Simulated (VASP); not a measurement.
All values below come from revTPSS meta-GGA, VASP's PBE PAW potentials (set 64) (plane waves; VASP).

A VASP calculation is set up with these files.

**INCAR**
```
! general
SYSTEM   =  CoAl
PREC     =  Accurate
ENCUT    =  520
LREAL    =  .FALSE.
LASPH    =  .TRUE.

! electronic loop
EDIFF    =  1E-6
NELM     =  100
ALGO     =  Normal
LMAXMIX  =  4
LMIXTAU  =  .TRUE.

! smearing
ISMEAR   =  1
SIGMA    =  0.1

! functional
METAGGA  =  RTPSS

! ions
IBRION   =  2
NSW      =  60
ISIF     =  3
EDIFFG   =  -0.01

! output
LWAVE    =  .FALSE.
LCHARG   =  .FALSE.
```

### POSCAR
```
CoAl
1
    2.8600000000     0.0000000000     0.0000000000
    0.0000000000     2.8600000000     0.0000000000
    0.0000000000     0.0000000000     2.8600000000
Al Co
1 1
Direct
  0.5000000000   0.5000000000   0.5000000000
  0.0000000000   0.0000000000   0.0000000000
```

### KPOINTS
```
Automatic mesh
0
G
11 11 11
0 0 0
```

POTCAR, in this order: Al Co (PBE.64 set). Program: vasp_std.

The resulting files:

File OSZICAR:
```
       N       E                     dE             d eps       ncg     rms          rms(c)
DAV:   1     0.640436558979E+02    0.64044E+02   -0.68052E+03  1120   0.164E+03
DAV:   2     0.567432918262E+01   -0.58369E+02   -0.56306E+02  1138   0.257E+02
DAV:   3     0.313999976225E+01   -0.25343E+01   -0.25278E+01  1280   0.767E+01
DAV:   4     0.309522181935E+01   -0.44778E-01   -0.44764E-01  1432   0.937E+00
DAV:   5     0.309372971928E+01   -0.14921E-02   -0.14921E-02  1338   0.161E+00    0.694E+00
DAV:   6    -0.109913450515E+02   -0.14085E+02   -0.16902E+01  1120   0.461E+01    0.749E+00
DAV:   7    -0.137270920152E+02   -0.27357E+01   -0.77263E+00  1464   0.421E+01    0.171E+01
DAV:   8    -0.104393021639E+02    0.32878E+01   -0.21154E+01  1284   0.712E+01    0.249E+00
DAV:   9    -0.106097154426E+02   -0.17041E+00   -0.13614E+00  1504   0.146E+01    0.361E+00
DAV:  10    -0.105062232963E+02    0.10349E+00   -0.17917E-01  1262   0.618E+00    0.226E+00
DAV:  11    -0.104540317155E+02    0.52192E-01   -0.80888E-01  1268   0.132E+01    0.102E+00
DAV:  12    -0.104521118380E+02    0.19199E-02   -0.90624E-02  1282   0.460E+00    0.507E-01
DAV:  13    -0.104516393756E+02    0.47246E-03   -0.10067E-02  1288   0.149E+00    0.209E-01
DAV:  14    -0.104516627390E+02   -0.23363E-04   -0.15687E-04  1226   0.132E-01    0.964E-02
DAV:  15    -0.104516374074E+02    0.25332E-04   -0.14259E-04  1388   0.165E-01    0.131E-01
DAV:  16    -0.104516538348E+02   -0.16427E-04   -0.17112E-04  1308   0.190E-01    0.270E-02
DAV:  17    -0.104516725619E+02   -0.18727E-04   -0.76390E-06  1178   0.455E-02    0.169E-02
DAV:  18    -0.104516717559E+02    0.80601E-06   -0.15619E-06   560   0.182E-02
   1 F= -.10451672E+02 E0= -.10451645E+02  d E =-.104517E+02
       N       E                     dE             d eps       ncg     rms          rms(c)
DAV:   1    -0.114998328363E+02   -0.10482E+01   -0.15701E+01  1218   0.687E+01    0.953E+00
DAV:   2    -0.128378481518E+02   -0.13380E+01   -0.40660E+01  1276   0.981E+01    0.123E+01
DAV:   3    -0.104845033613E+02    0.23533E+01   -0.19808E+01  1236   0.656E+01    0.201E+00
DAV:   4    -0.104617177261E+02    0.22786E-01   -0.15115E-01  1234   0.420E+00    0.117E+00
DAV:   5    -0.104524990417E+02    0.92187E-02   -0.28486E-02  1698   0.185E+00    0.344E-01
DAV:   6    -0.104523077635E+02    0.19128E-03   -0.21148E-03  1446   0.611E-01    0.177E-01
DAV:   7    -0.104517402132E+02    0.56755E-03   -0.37827E-03  1296   0.104E+00    0.141E-01
DAV:   8    -0.104523132367E+02   -0.57302E-03   -0.23605E-03  1302   0.843E-01    0.186E-02
DAV:   9    -0.104523414734E+02   -0.28237E-04   -0.19224E-05  1320   0.736E-02    0.868E-03
DAV:  10    -0.104523403478E+02    0.11256E-05   -0.40601E-06   644   0.307E-02    0.297E-03
DAV:  11    -0.104523417565E+02   -0.14087E-05   -0.50189E-07   560   0.984E-03    0.164E-03
DAV:  12    -0.104523421289E+02   -0.37241E-06   -0.15211E-07   560   0.614E-03
   2 F= -.10452342E+02 E0= -.10452397E+02  d E =-.670373E-03
       N       E                     dE             d eps       ncg     rms          rms(c)
DAV:   1    -0.107387729629E+02   -0.28643E+00   -0.39554E+00  1210   0.353E+01    0.467E+00
DAV:   2    -0.111446357576E+02   -0.40586E+00   -0.11371E+01  1298   0.498E+01    0.648E+00
DAV:   3    -0.104816908516E+02    0.66294E+00   -0.47870E+00  1286   0.341E+01    0.931E-01
DAV:   4    -0.104750665720E+02    0.66243E-02   -0.26726E-02  1222   0.212E+00    0.350E-01
DAV:   5    -0.104741804195E+02    0.88615E-03   -0.13323E-03  1268   0.447E-01    0.142E-01
DAV:   6    -0.104741659942E+02    0.14425E-04   -0.10074E-03  1288   0.491E-01    0.630E-02
DAV:   7    -0.104741460383E+02    0.19956E-04   -0.43360E-04  1228   0.367E-01    0.598E-02
DAV:   8    -0.104741833275E+02   -0.37289E-04   -0.36023E-04  1254   0.323E-01    0.281E-03
DAV:   9    -0.104741843811E+02   -0.10536E-05   -0.24833E-06   898   0.174E-02    0.328E-03
DAV:  10    -0.104741844566E+02   -0.75498E-07   -0.34748E-07   560   0.818E-03
   3 F= -.10474184E+02 E0= -.10474186E+02  d E =-.225127E-01
```

File OUTCAR:
```
------------------------ aborting loop because EDIFF is reached ----------------------------------------
  FORCE on cell =-STRESS in cart. coord.  units (eV):
  Direction    XX          YY          ZZ          XY          YZ          ZX
  --------------------------------------------------------------------------------------
  Total        0.0125158      0.0125158      0.0125158      0.0000000      0.0000000     -0.0000000
  in kB        0.8927772      0.8927772      0.8927772      0.0000000      0.0000000     -0.0000000
  external PRESSURE =       0.8927772 kB  Pullay stress =       0.0000000 kB
  volume of cell :       22.46
      direct lattice vectors                 reciprocal lattice vectors
     2.821471898  0.000000000  0.000000000     0.354424937  0.000000000  0.000000000
    -0.000000000  2.821471898  0.000000000    -0.000000000  0.354424937  0.000000000
    -0.000000000 -0.000000000  2.821471898    -0.000000000 -0.000000000  0.354424937
 POSITION                                       TOTAL-FORCE (eV/Angst)
 -----------------------------------------------------------------------------------
      1.41074      1.41074      1.41074         0.000000      0.000000      0.000000
      0.00000      0.00000      0.00000        -0.000000     -0.000000      0.000000
 -----------------------------------------------------------------------------------
    total drift:                               -0.000000      0.000000      0.000000
  FREE ENERGIE OF THE ION-ELECTRON SYSTEM (eV)
  ---------------------------------------------------
  free  energy   TOTEN  =       -10.4741844566 eV

  energy  without entropy=      -10.4741904986  energy(sigma->0) =      -10.47418647

 reached required accuracy - stopping structural energy minimisation
```
(Selected blocks of OUTCAR.)

**CONTCAR**
```
CoAl
   1.00000000000000
     2.8214718980288658    0.0000000000000000    0.0000000000000000
    -0.0000000000000000    2.8214718980288658    0.0000000000000000
    -0.0000000000000000   -0.0000000000000000    2.8214718980288658
  Al              Co
     1     1
Direct
     0.5000000000000000    0.5000000000000000    0.5000000000000000
     0.0000000000000000    0.0000000000000000    0.0000000000000000
```

OUTCAR:
```
 val. band max:       10.9513302488   @ k =   0.4545   0.3636   0.3636

 cond. band min:      10.9985228218   @ k =   0.4545   0.3636   0.0000


 Fermi energy:        10.9585646586

 k-point     1 :       0.0000    0.0000    0.0000
  band No.  band energies     occupation
      1      -0.3785      2.00000
      2       7.8188      2.00000
      3       7.8188      2.00000
      4       9.9559      2.00000
      5       9.9559      2.00000
      6       9.9559      2.00000
      7      17.0887      0.00000
      8      17.0887      0.00000
      9      17.0887      0.00000
     10      19.7050      0.00000

 k-point     2 :       0.0909    0.0000    0.0000
  band No.  band energies     occupation
      1      -0.2183      2.00000
      2       7.8017      2.00000
      3       7.8651      2.00000
      4       9.8705      2.00000
      5       9.8705      2.00000
      6       9.9651      2.00000
      7      15.7118      0.00000
      8      17.3086      0.00000
      9      17.3086      0.00000
     10      19.6796      0.00000

 k-point     3 :       0.1818    0.0000    0.0000
  band No.  band energies     occupation
      1       0.2576      2.00000
      2       7.6737      2.00000
      3       7.9925      2.00000
      4       9.6561      2.00000
      5       9.6561      2.00000
      6       9.9899      2.00000
      7      13.7523      0.00000
      8      17.9284      0.00000
      9      17.9284      0.00000
     10      19.6058      0.00000

 k-point     4 :       0.2727    0.0000    0.0000
  band No.  band energies     occupation
      1       1.0344      2.00000
      2       7.1991      2.00000
      3       8.1667      2.00000
      4       9.4014      2.00000
      5       9.4014      2.00000
      6      10.0226      2.00000
      7      12.2390     -0.00000
      8      18.8640      0.00000
      9      18.8640      0.00000
     10      19.4945      0.00000

 k-point     5 :       0.3636    0.0000    0.0000
...
```

Energy and stress use the plane-wave basis of the starting cell.

The compound is CoAl in the CsCl type structure. This run relaxes it. Symmetry was kept, so distortions that lower it aren't found. The run is not spin-polarised, so no magnetic state was tried.
